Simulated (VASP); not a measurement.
The input files of a VASP run:

**POSCAR**
```
PbS
4.2769670
  0.0000000000   0.7071068433   0.7071068433
  0.7071068433   0.0000000000   0.7071068433
  0.7071068433   0.7071068433   0.0000000000
Pb S
1 1
Cart
  0.0000000000   0.0000000000   0.0000000000
  0.7071068433   0.7071068433   0.7071068433
```

File KPOINTS:
```
Automatic mesh
0
Gamma
8 8 8
0 0 0
```

INCAR:
```
PREC  =  Accurate
ALGO  =  Normal   ! blocked Davidson
ISIF  =  2
ENCUT  =  520
EDIFF  =  1E-7
PARAM2  =  0.22
NELM  =  100   ! most electronic steps
SIGMA  =  0.05   ! width (eV)
AGGAC  =  0.0
LWAVE  =  .FALSE.
GGA  =  BO
PARAM1  =  0.1833333333
ISMEAR  =  0
LCHARG  =  .FALSE.
LUSE_VDW  =  .TRUE.
LREAL  =  .FALSE.   ! projection in real space or not
SYSTEM  =  PbS
LMAXMIX  =  4
LASPH  =  .TRUE.   ! aspherical one-centre terms
```

POTCAR, in this order: Pb_d S (PBE.64 set). Program: vasp_std.

**Question.** Write an equivalent input for Quantum ESPRESSO's pw.x.

**Answer.** One equivalent input (not run):
```
&CONTROL
  calculation = 'scf'
  pseudo_dir = './pseudo'
  outdir = './out'
  tprnfor = .true.
  tstress = .true.
/
&SYSTEM
  ibrav = 0
  nat = 2
  ntyp = 2
  ecutwfc = 62.5
  occupations = 'smearing'
  smearing = 'gaussian'
  degauss = 0.003675
  input_dft = 'vdw-df-obk8'
/
&ELECTRONS
  conv_thr = 7.3e-09
  electron_maxstep = 100
/
ATOMIC_SPECIES
  Pb 207.200 Pb.upf
  S 32.060 S.upf
CELL_PARAMETERS angstrom
     0.0000000    3.0242726    3.0242726
     3.0242726    0.0000000    3.0242726
     3.0242726    3.0242726    0.0000000
ATOMIC_POSITIONS crystal
  Pb   0.0000000  0.0000000  0.0000000
  S    0.5000000  0.5000000  0.5000000
K_POINTS automatic
  8 8 8 0 0 0
```
Limits of the translation: the potentials are each code's own (VASP's PAW set, PseudoDojo norm-conserving files in pw.x), so ENCUT and ecutwfc are chosen apart and not converted; conv_thr bounds pw.x's estimated SCF error, while EDIFF bounds the energy change between steps.

The compound is PbS in the rock salt structure. This cell is one point of a volume scan, at 1.03 of the reference volume.
